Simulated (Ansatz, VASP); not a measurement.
# Cross-check of SnTe between VASP and Ansatz, part 2 of 2

Wanted: the spread between two codes on one cell, functional and k mesh. The cell is taken from a series of VASP runs on this material, whose earlier steps may have relaxed, scaled or displaced it; both programs get it as it stands.

VASP 6.6.1 and Ansatz 0.2.0.

So far. Step 3 (VASP: band structure, r2SCAN): The run ends at a pressure of 0.03 GPa.

## (6) VASP: single point, r2SCAN

Level of this step: r2SCAN; plane waves and PAW (Sn_d, Te) (VASP).

With cell and atoms fixed, the geometry can't cause a difference; cores, projectors, grids and the points listed under the comparison can.

INCAR reads:

```
SYSTEM = SnTe
PREC = Accurate
ENCUT = 400
EDIFF = 1E-06
NELM = 100
ISMEAR = -5
SIGMA = 0.05
LREAL = .FALSE.
ALGO = Normal
METAGGA = R2SCAN
LASPH = .TRUE.
NBANDS = 22
LORBIT = 11
LWAVE = .FALSE.
LCHARG = .FALSE.
KPAR = 2
NEDOS = 2001
```

POSCAR reads:

```
SnTe
1.0
    0.0000000000      3.1889531428      3.1889531428
    3.1889531428      0.0000000000      3.1889531428
    3.1889531428      3.1889531428      0.0000000000
Sn Te
1 1
Direct
    0.0000000000      0.0000000000      0.0000000000
    0.5000000000      0.5000000000      0.5000000000
```

KPOINTS reads:

```
Automatic mesh
0
Gamma
9 9 9
0 0 0
```

The projector-augmented-wave data sets are Sn_d and Te (PBE family, release 64).

On the command line:

```console
$ mpirun -np 2 vasp_std
```

Numbers of over 12 decimals in the logs are rounded to 6 here.

The log of the run:

```text
[banner, memory and clock lines left out]
running    2 mpi-ranks, on    1 nodes
[...]
[... a notice as in an earlier step ...]

 LDA part: xc-table for (None), standard interpolation
 POSCAR, INCAR and KPOINTS ok, starting setup
[...]
entering main loop
       N       E                     dE             d eps       ncg     rms          rms(c)
DAV:   1     0.949120097356E+02    0.94912E+02   -0.78588E+03  1644   0.895E+02
DAV:   2    -0.386538800308E+02   -0.13357E+03   -0.12816E+03  1672   0.304E+02
DAV:   3    -0.533177000462E+02   -0.14664E+02   -0.14578E+02  1812   0.788E+01
DAV:   4    -0.537826513376E+02   -0.46495E+00   -0.46476E+00  1816   0.149E+01
[...]
DAV:  10    -0.506876481629E+02   -0.44677E-04   -0.12260E-04  2174   0.884E-02    0.585E-02
DAV:  11    -0.506876737021E+02   -0.25539E-04   -0.48392E-05  1850   0.476E-02    0.313E-02
DAV:  12    -0.506876734171E+02    0.28494E-06   -0.60396E-06  1930   0.282E-02
   1 F= -.50687673E+02 E0= -.50687673E+02  d E =0.000000E+00
```

OUTCAR, selected parts (step 6):

```text
  Total       -0.0571782     -0.0571782     -0.0571782      0.0000000     -0.0000000      0.0000000
  in kB       -1.4124287     -1.4124287     -1.4124287      0.0000000     -0.0000000      0.0000000
  external PRESSURE =      -1.4124287 kB  Pullay stress =       0.0000000 kB

 POSITION                                       TOTAL-FORCE (eV/Angst)
 -----------------------------------------------------------------------------------
      0.00000      0.00000      0.00000         0.000000     -0.000000      0.000000
      3.18895      3.18895      3.18895        -0.000000      0.000000     -0.000000
 -----------------------------------------------------------------------------------
    total drift:                               -0.000000      0.000000      0.000000

  FREE ENERGIE OF THE ION-ELECTRON SYSTEM (eV)
  ---------------------------------------------------
  free  energy   TOTEN  =       -50.6876734171 eV

  energy  without entropy=      -50.6876734171  energy(sigma->0) =      -50.68767342

[... 1 part as in an earlier step ...]

[... 2 further parts left out ...]
[key lines of the parts left out:]
E-fermi :   6.3838
```

The run ends at a pressure of -0.14 GPa.

## (7) Ansatz: single point, r2SCAN

The same cell, functional, mesh and smearing now go to Ansatz, which takes its cutoff from its data sets.

The cell is taken from a series of VASP runs on this material, whose earlier steps may have relaxed, scaled or displaced it; both programs get it as it stands.

input.yaml reads:

```yaml
crystal:
  lattice:
    - [0.0, 3.1889531428, 3.1889531428]
    - [3.1889531428, 0.0, 3.1889531428]
    - [3.1889531428, 3.1889531428, 0.0]
  atoms:
    - { symbol: Sn, position: [0.0, 0.0, 0.0] }
    - { symbol: Te, position: [0.5, 0.5, 0.5] }
hamiltonian:
  xc: r2scan
  pseudopotentials: { kind: paw }
kpoints:
  mp_grid: { grid: [9, 9, 9] }
scf:
  occupations: { method: tetrahedron }
output:
  forces: true
  stress: true
```

On the command line:

```console
$ ansatz run input.yaml --threads 2 --pin off --max-ram 4608MiB --backend cpu --events-out ev --progress --plain --runs-dir out
```

The log of the run:

```text
Warning: output.forces, output.stress, relax.cell or npt_langevin: where a Kohn–Sham band that disperses or a degenerate level is filled in part under the method tetrahedron, the forces or the stress that this run publishes need not agree with its energy (scf.occupations.method in the input reference, under Limitations); prefer a smearing scheme for the forces or the stress
[...]
--- Band table (eV; the first three rows and the last of 35) ---
  k-point 0: bands = [... 11 lower, 4.3163, 6.8146, 6.8146, 6.8146, 12.5562, 12.5562, 12.5562, 14.2547]
  k-point 1: bands = [... 11 lower, 3.7068, 6.8361, 6.8361, 7.2696, 11.9927, 11.9927, 12.0556, 14.1942]
  k-point 2: bands = [... 11 lower, 2.5618, 6.9081, 6.9081, 7.9770, 10.9974, 10.9974, 11.1282, 14.4593]
  k-point 34: bands = [... 11 lower, 1.4992, 4.3267, 4.4085, 8.0108, 10.1697, 13.6541, 14.1227, 15.0214]
[key lines of the parts left out:]
SCF converged after 6 iterations
Free energy (F): -13033.987758 eV
Fermi energy:    9.001980 eV
P = ⅓ Tr σ = -0.1570 GPa (-1.570 kbar)
```

Wall time 4 s (2 threads of Arm Neoverse V1, shared host); peak memory 0.57 GiB.

The run ends at a pressure of -0.16 GPa.

## (8) Comparison

Both answers:

```
              quantity  Ansatz   VASP  difference
        pressure (GPa)   -0.16  -0.14       -0.02
gap on the k mesh (eV)   0.563  0.562       0.000
```

A gap on the mesh is an upper bound, since the band edges may lie between its points. Ansatz's pressure holds a Pulay correction of 0.01 GPa; VASP's holds none.

## (9) VASP: band structure, r2SCAN, spin-orbit coupling

The same path points are solved in both programs, so levels can be compared one by one.

INCAR reads:

```
SYSTEM = SnTe
PREC = Accurate
ENCUT = 400
EDIFF = 1E-06
NELM = 100
ISMEAR = 0
SIGMA = 0.05
LREAL = .FALSE.
ALGO = Normal
METAGGA = R2SCAN
LASPH = .TRUE.
LNONCOLLINEAR = .TRUE.
MAGMOM = 0 0 0 0 0 0
NBANDS = 32
GGA_COMPAT = .FALSE.
LSORBIT = .TRUE.
LORBIT = 11
LWAVE = .FALSE.
LCHARG = .FALSE.
KPAR = 2
```

POSCAR is that of step 6.

KPOINTS reads:

```
Automatic mesh
0
Gamma
5 5 5
0 0 0
```

KPOINTS_OPT reads:

```
Line mode
16
Line-mode
Reciprocal
  0.00000000   0.00000000   0.00000000 GAMMA
  0.50000000   0.00000000   0.50000000 X

  0.50000000   0.00000000   0.50000000 X
  0.50000000   0.25000000   0.75000000 W

  0.50000000   0.25000000   0.75000000 W
  0.37500000   0.37500000   0.75000000 K

  0.37500000   0.37500000   0.75000000 K
  0.00000000   0.00000000   0.00000000 GAMMA

  0.00000000   0.00000000   0.00000000 GAMMA
  0.50000000   0.50000000   0.50000000 L

  0.50000000   0.50000000   0.50000000 L
  0.62500000   0.25000000   0.62500000 U

  0.62500000   0.25000000   0.62500000 U
  0.50000000   0.25000000   0.75000000 W

  0.50000000   0.25000000   0.75000000 W
  0.50000000   0.50000000   0.50000000 L

  0.50000000   0.50000000   0.50000000 L
  0.37500000   0.37500000   0.75000000 K

  0.62500000   0.25000000   0.62500000 U
  0.50000000   0.00000000   0.50000000 X
```

On the command line:

```console
$ mpirun -np 2 vasp_ncl
```

The log of the run:

```text
[... set-up lines as in an earlier step ...]
 entering main loop
       N       E                     dE             d eps       ncg     rms          rms(c)
DAV:   1     0.110353289946E+03    0.11035E+03   -0.80185E+03   648   0.124E+03
DAV:   2    -0.338620043502E+02   -0.14422E+03   -0.13921E+03   656   0.367E+02
DAV:   3    -0.531111883950E+02   -0.19249E+02   -0.18863E+02   800   0.124E+02
DAV:   4    -0.539084408630E+02   -0.79725E+00   -0.79625E+00   744   0.278E+01
[...]
DAV:  11    -0.508168590591E+02   -0.15766E-04   -0.32322E-05   768   0.715E-02    0.365E-02
DAV:  12    -0.508168730576E+02   -0.13999E-04   -0.25877E-05   696   0.334E-02    0.130E-02
DAV:  13    -0.508168732246E+02   -0.16702E-06   -0.88516E-07   600   0.121E-02
   1 F= -.50816873E+02 E0= -.50816873E+02  d E =-.105133E-17  mag=    -0.0000    -0.0000    -0.0000
 Start KPOINTS_OPT (optional k-point list driver)
k-point batch [1-10\160]
       N       E                     dE             ncg
DAV:   1     0.279113270651E+03   -0.69719E+03      680
DAV:   2    -0.125880383790E+04   -0.15379E+04      664
DAV:   3    -0.147882907803E+04   -0.22003E+03      784
DAV:   4    -0.148813739232E+04   -0.93083E+01      704
DAV:   5    -0.148849418346E+04   -0.35679E+00      960
DAV:   6    -0.148849951092E+04   -0.53275E-02      824
DAV:   7    -0.148849960879E+04   -0.97863E-04      960
DAV:   8    -0.148849961123E+04   -0.24411E-05      728
DAV:   9    -0.148849961129E+04   -0.60305E-07      488
[...]
k-point batch [151-160\160]
       N       E                     dE             ncg
DAV:   1     0.121633379734E+03   -0.54124E+04      680
DAV:   2    -0.139900655492E+04   -0.15206E+04      640
DAV:   3    -0.159156269196E+04   -0.19256E+03      848
DAV:   4    -0.159864482027E+04   -0.70821E+01      736
DAV:   5    -0.159894667586E+04   -0.30186E+00     1024
DAV:   6    -0.159894959776E+04   -0.29219E-02      808
DAV:   7    -0.159894969685E+04   -0.99089E-04     1024
DAV:   8    -0.159894969837E+04   -0.15123E-05      672
DAV:   9    -0.159894969843E+04   -0.64063E-07      544
```

Parts of OUTCAR (step 9):

```text
  Total       -0.0240971     -0.0240971     -0.0240971      0.0000000     -0.0000000     -0.0000000
  in kB       -0.5952524     -0.5952524     -0.5952524      0.0000000     -0.0000000     -0.0000000
  external PRESSURE =      -0.5952524 kB  Pullay stress =       0.0000000 kB

 POSITION                                       TOTAL-FORCE (eV/Angst)
 -----------------------------------------------------------------------------------
      0.00000      0.00000      0.00000         0.000000      0.000000      0.000000
      3.18895      3.18895      3.18895        -0.000000     -0.000000     -0.000000
 -----------------------------------------------------------------------------------
    total drift:                               -0.000000      0.000000      0.000000

  FREE ENERGIE OF THE ION-ELECTRON SYSTEM (eV)
  ---------------------------------------------------
  free  energy   TOTEN  =       -50.8168732246 eV

  energy  without entropy=      -50.8168732246  energy(sigma->0) =      -50.81687322

 magnetization (x)
# of ion       s       p       d       tot
------------------------------------------
    1        0.000   0.000   0.000   0.000
    2       -0.000   0.000  -0.000   0.000
--------------------------------------------------
tot          0.000   0.000  -0.000   0.000

 magnetization (y)
# of ion       s       p       d       tot
------------------------------------------
    1       -0.000   0.000   0.000  -0.000
    2        0.000  -0.000   0.000  -0.000
--------------------------------------------------
tot         -0.000  -0.000   0.000  -0.000

 magnetization (z)
# of ion       s       p       d       tot
------------------------------------------
    1       -0.000   0.000   0.000  -0.000
    2       -0.000   0.000  -0.000  -0.000
--------------------------------------------------
tot         -0.000   0.000  -0.000  -0.000

[... 1 part as in an earlier step ...]

[... 2 further parts left out ...]
[key lines of the parts left out:]
E-fermi :   6.4968
```

The run ends at a pressure of -0.06 GPa.

## (10) Ansatz: band structure, r2SCAN, spin-orbit coupling

The same cell, functional, mesh and smearing now go to Ansatz, which takes its cutoff from its data sets.

The cell is taken from a series of VASP runs on this material, whose earlier steps may have relaxed, scaled or displaced it; both programs get it as it stands.

input.yaml reads:

```yaml
crystal:
  lattice:
    - [0.0, 3.1889531428, 3.1889531428]
    - [3.1889531428, 0.0, 3.1889531428]
    - [3.1889531428, 3.1889531428, 0.0]
  atoms:
    - { symbol: Sn, position: [0.0, 0.0, 0.0] }
    - { symbol: Te, position: [0.5, 0.5, 0.5] }
hamiltonian:
  xc: r2scan
  pseudopotentials: { kind: paw_fr }
magnetization:
  noncollinear: true
  spin_orbit: true
kpoints:
  mp_grid: { grid: [5, 5, 5] }
  band_path:
    path:
      - [0.0, 0.0, 0.0]
      - [0.16667, 0.0, 0.16667]
      - [0.33333, 0.0, 0.33333]
      - [0.5, 0.0, 0.5]
      - [0.5, 0.08333, 0.58333]
      - [0.5, 0.18333, 0.68333]
      - [0.5, 0.25, 0.75]
      - [0.45, 0.3, 0.75]
      - [0.40833, 0.34167, 0.75]
      - [0.35, 0.35, 0.7]
      - [0.225, 0.225, 0.45]
      - [0.075, 0.075, 0.15]
      - [0.03333, 0.03333, 0.03333]
      - [0.23333, 0.23333, 0.23333]
      - [0.4, 0.4, 0.4]
      - [0.5, 0.5, 0.5]
      - [0.51667, 0.46667, 0.51667]
      - [0.55833, 0.38333, 0.55833]
      - [0.60833, 0.28333, 0.60833]
      - [0.60833, 0.25, 0.64167]
      - [0.55833, 0.25, 0.69167]
      - [0.51667, 0.25, 0.73333]
      - [0.5, 0.3, 0.7]
      - [0.5, 0.38333, 0.61667]
      - [0.5, 0.48333, 0.51667]
      - [0.475, 0.475, 0.55]
      - [0.425, 0.425, 0.65]
      - [0.38333, 0.38333, 0.73333]
      - [0.59167, 0.18333, 0.59167]
      - [0.55, 0.1, 0.55]
      - [0.5, 0.0, 0.5]
    npoints: 1
scf:
  occupations: { method: gaussian, width: 0.05 }
  n_extra_bands: 14
output:
  forces: true
  stress: true
  eigenvalues: true
```

On the command line:

```console
$ ansatz run input.yaml --threads 2 --pin off --max-ram 4608MiB --backend cpu --events-out ev --progress --plain --runs-dir out
```

The log of the run:

```text
[...]
non-collinear run that drives no moment, with spin-orbit: no starting moment large enough to seed its density (crystal.atoms[].spin), no starting occupations that ask for one, no magnetisation constraint and no magnetic field, so the semilocal B_xc is pinned to zero
Crystal: 2 atoms, lattice volume = 64.860 Å³
[...]
k-point 1: bands = [... 26 lower, 7.1360, 7.1360, 7.9134, 7.9134, 10.8000, 10.8000, 11.3862, 11.3862, ... 10 higher]
  k-point 2: bands = [... 26 lower, 7.3556, 7.3556, 8.8338, 8.8338, 9.4611, 9.4611, 9.9243, 9.9243, ... 10 higher]
  k-point 9: bands = [... 26 lower, 4.7462, 4.7462, 7.7688, 7.7688, 10.3197, 10.3197, 13.3517, 13.3517, ... 10 higher]
[key lines of the parts left out:]
SCF converged after 7 iterations
Magnetization: |M| = 0.0000 μB,  M = (+0.0000, +0.0000, +0.0000) μB
Free energy (F): -13012.364700 eV
Fermi energy:    9.147453 eV
P = ⅓ Tr σ = -0.0967 GPa (-0.967 kbar)
```

It took 20 s on 2 threads; peak memory 0.72 GiB; 39 s of CPU time.

## (11) Side by side

What differs besides the data sets and the points named for the pairs above, as far as they apply: spin-orbit coupling enters by fully relativistic files in Ansatz and inside the spheres in VASP; the data sets hold 30 valence electrons in Ansatz (fully relativistic PAW (standard-fr) files) and 20 in VASP. Total energies have different zeros and are not compared.

The two programs side by side:

```
                     quantity  Ansatz   VASP  difference
               pressure (GPa)   -0.10  -0.06       -0.04
gap over the path points (eV)   0.082  0.073      +0.009
```

Levels at points of the path, from each program's valence-band top (eV; 8 filled, then empty):

```
k (reciprocal lattice)                                                                         Ansatz                                                                           VASP
     0.000 0.000 0.000  -4.82 -4.82 -2.89 -2.89 -2.07 -2.07 -2.07 -2.07 2.84 2.84 3.67 3.67 3.67 3.67  -4.84 -4.84 -2.88 -2.88 -2.08 -2.08 -2.08 -2.08 2.85 2.85 3.66 3.66 3.66 3.66
     0.167 0.000 0.167  -5.98 -5.98 -3.12 -3.12 -2.57 -2.57 -0.89 -0.89 0.96 0.96 3.32 3.32 3.86 3.86  -6.00 -6.00 -3.11 -3.11 -2.58 -2.58 -0.89 -0.89 0.95 0.95 3.33 3.33 3.85 3.85
     0.333 0.000 0.333  -6.86 -6.86 -3.90 -3.90 -3.64 -3.64 -3.35 -3.35 2.90 2.90 3.85 3.85 4.06 4.06  -6.88 -6.88 -3.90 -3.90 -3.65 -3.65 -3.36 -3.36 2.88 2.88 3.85 3.85 4.07 4.07
     0.500 0.000 0.500  -6.67 -6.67 -5.69 -5.69 -4.12 -4.12 -3.68 -3.68 2.52 2.52 4.60 4.60 5.32 5.32  -6.69 -6.69 -5.70 -5.70 -4.12 -4.12 -3.69 -3.69 2.51 2.51 4.61 4.61 5.31 5.31
     0.500 0.083 0.583  -6.97 -6.97 -5.60 -5.60 -4.12 -4.12 -3.26 -3.26 2.86 2.86 3.86 3.86 5.16 5.16  -6.99 -6.99 -5.61 -5.61 -4.12 -4.12 -3.27 -3.27 2.85 2.85 3.87 3.87 5.16 5.16
     0.500 0.183 0.683  -7.47 -7.47 -5.28 -5.28 -4.58 -4.58 -1.74 -1.74 1.76 1.76 3.98 3.98 5.54 5.54  -7.49 -7.49 -5.29 -5.29 -4.58 -4.58 -1.75 -1.75 1.75 1.75 3.96 3.96 5.54 5.54
     0.500 0.250 0.750  -7.59 -7.59 -5.04 -5.04 -4.86 -4.86 -0.99 -0.99 0.88 0.88 4.75 4.75 4.97 4.97  -7.61 -7.61 -5.05 -5.05 -4.87 -4.87 -0.99 -0.99 0.87 0.87 4.75 4.75 4.96 4.96
     0.450 0.300 0.750  -7.60 -7.60 -5.18 -5.18 -4.47 -4.47 -1.52 -1.52 1.44 1.44 4.22 4.22 5.38 5.38  -7.62 -7.62 -5.18 -5.18 -4.47 -4.47 -1.53 -1.53 1.44 1.44 4.21 4.21 5.38 5.38
     0.408 0.342 0.750  -7.63 -7.63 -5.27 -5.27 -3.84 -3.84 -2.32 -2.32 2.31 2.31 3.74 3.74 4.71 4.71  -7.64 -7.64 -5.28 -5.28 -3.85 -3.85 -2.33 -2.33 2.31 2.31 3.73 3.73 4.70 4.70
     0.350 0.350 0.700  -7.82 -7.82 -5.13 -5.13 -3.24 -3.24 -2.43 -2.43 2.38 2.38 2.97 2.97 5.02 5.02  -7.84 -7.84 -5.14 -5.14 -3.24 -3.24 -2.44 -2.44 2.38 2.38 2.96 2.96 5.00 5.00
```

Among the levels compared at these points, filled levels agree within 22 meV and empty ones within 19 meV. Ansatz's pressure holds a Pulay correction of 0.01 GPa; VASP's holds none.

## (12) What came out

```yaml
difference_in_gap_over_the_path_points_band_structure_r2scan: 0.0020 eV
difference_in_gap_on_the_k_mesh_single_point_r2scan: 4.2e-4 eV
difference_in_gap_over_the_path_points_band_structure_r2scan_spin_orbit_coupling: 0.0094 eV
```

The difference in gap over the path points is 0.0094 eV (band structure, r2SCAN, spin-orbit coupling), within the 0.08 eV picked in this series as the mark of a large difference. Band structure, r2SCAN, Ansatz's all-electron LAPW method: the difference in pressure goes from -0.019 to -0.0086 GPa. 1 further run of this series is not shown here. How closely two codes agree says nothing of how well the functional describes the real material.

[Lines on the potential files, build, host, timing and source positions are cut from VASP's logs without a mark.]

[Logs are printed without paths, hosts, clocks, repeated set-up lines and the standing remarks that a program may print on its own settings, such as how far it seeks lower states.]

[Hosts, paths, dates, database ids (printed as entryN), source tags and the programs' standing remarks are cut or masked in the printed files.]
